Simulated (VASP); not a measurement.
SnO:

```
Sn O
1.0
     3.80000    0.00000    0.00000
     0.00000    3.80000    0.00000
     0.00000    0.00000    4.84000
Sn O
2 2
Direct
  0.25000 0.25000 0.23600
  0.75000 0.75000 0.76400
  0.75000 0.25000 0.00000
  0.25000 0.75000 0.00000
```

The cell was built by a generator and needn't be a form met in nature.

```yaml
Program: VASP 6.6.1
Task: relaxation of cell and atoms
Functional: LDA
Potentials_or_basis: VASP PAW LDA potentials, release 64 (Sn_d, O)
Cutoff: 600 eV
k_mesh: 10 × 10 × 8
Occupations: gaussian, width 0.02 eV
Spin: no spin polarisation
```

At the start: pressure -1.8 GPa; volume 17.47 Å³/atom.

Q: How do energy, volume and symmetry change on relaxing?

A: Over 13 steps the energy falls by 6.7 meV/atom and the volume is 16.45 Å³/atom (-5.9 %); space group P4/nmm (No. 129, to 0.05 Å).

Step by step:
| step | energy change (eV) | largest force (eV/Å) | pressure (GPa) | volume (Å³) |
| --- | --- | --- | --- | --- |
| 1 | 0.0000 | 0.0723 | -1.82 | 69.89 |
| 2 | -0.0074 | 0.4220 | 0.91 | 67.90 |
| 3 | -0.0085 | 0.3181 | 0.20 | 68.44 |
| 4 | -0.0159 | 0.1468 | -0.01 | 67.81 |
| 5 | -0.0180 | 0.0131 | -0.11 | 67.37 |
| 6 | -0.0181 | 0.0240 | -0.12 | 67.25 |
| 7 | -0.0222 | 0.0087 | -0.02 | 66.79 |
| 8 | -0.0263 | 0.0204 | 0.15 | 65.95 |
| 9 | -0.0266 | 0.0295 | 0.30 | 65.59 |
| 10 | -0.0266 | 0.0284 | 0.24 | 65.68 |
| 11 | -0.0261 | 0.1009 | -0.54 | 66.01 |
| 12 | -0.0267 | 0.0098 | 0.00 | 65.78 |
| 13 | -0.0267 | 0.0050 | 0.02 | 65.80 |

Final structure:
```
Sn O
1.0
     3.76714    0.00000    0.00000
     0.00000    3.76714    0.00000
     0.00000    0.00000    4.63663
Sn O
2 2
Direct
  0.25000 0.25000 0.24787
  0.75000 0.75000 0.75213
  0.75000 0.25000 0.00000
  0.25000 0.75000 0.00000
```
